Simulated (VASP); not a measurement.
Crystal: GeCN2.

```xyz
4
Lattice="1.7938 1.0356 4.9220 -1.7938 1.0356 4.9220 0.0000 -2.0713 4.9220" Properties=species:S:1:pos:R:3 pbc="T T T"
Ge    0.0000    0.0000    0.0000
N     0.0000    0.0000    8.6219
N     0.0000    0.0000    6.1440
C     0.0000    0.0000    7.3829
```

The cell comes from a database or a generator and needn't be the stable form of this composition.

| Quantity | Value |
| --- | --- |
| Program | VASP 6.6.1 |
| Task | single point |
| Functional | PBEsol |
| Potentials or basis | VASP PAW PBE potentials, release 64 (Ge_d, N, C) |
| Cutoff | 520 eV |
| k mesh | 9 × 9 × 9 |
| Occupations | fermi-dirac, width 0.05 eV |
| Spin | no spin polarisation |

On this cell: pressure -3.1 GPa; largest force 0.190 eV/Å; band gap on the k mesh 1.00 eV, indirect (least direct gap 1.82 eV).

The same run follows on a disturbed copy (atoms moved at random, drawn with an rms of 0.05 Å):

```
Ge N C
1.0
     1.79379    1.03565    4.92196
    -1.79379    1.03565    4.92196
     0.00000   -2.07129    4.92196
Ge N C
1 2 1
Direct
  0.00996 0.00375 0.99020
  0.57323 0.58789 0.58586
  0.41225 0.40538 0.44245
  0.49424 0.51495 0.48816
```

**Question.** What does the disturbed cell give?

**Answer.** The energy moves by +62.4 meV/atom; pressure 4.5 GPa; largest force 5.971 eV/Å; band gap on the k mesh 1.09 eV, indirect (least direct gap 1.83 eV).

Forces in eV/Å, atoms in the order of the input:
```
Ge   0.042  0.028 -0.493
N   -0.150  0.342  1.943
N   -0.008  0.084 -5.971
C    0.116 -0.455  4.520
```

Stress tensor (GPa, compression positive):
```
-4.09  0.11 -0.93
 0.11 -3.52  1.96
-0.93  1.96 21.22
```

Caveats: the standard files for N, O and F lose accuracy on very short bonds; the PAW data sets were made with another functional, which shifts forces and pressure a little; an odd mesh through Γ misses points on the zone boundary, where band edges often lie.
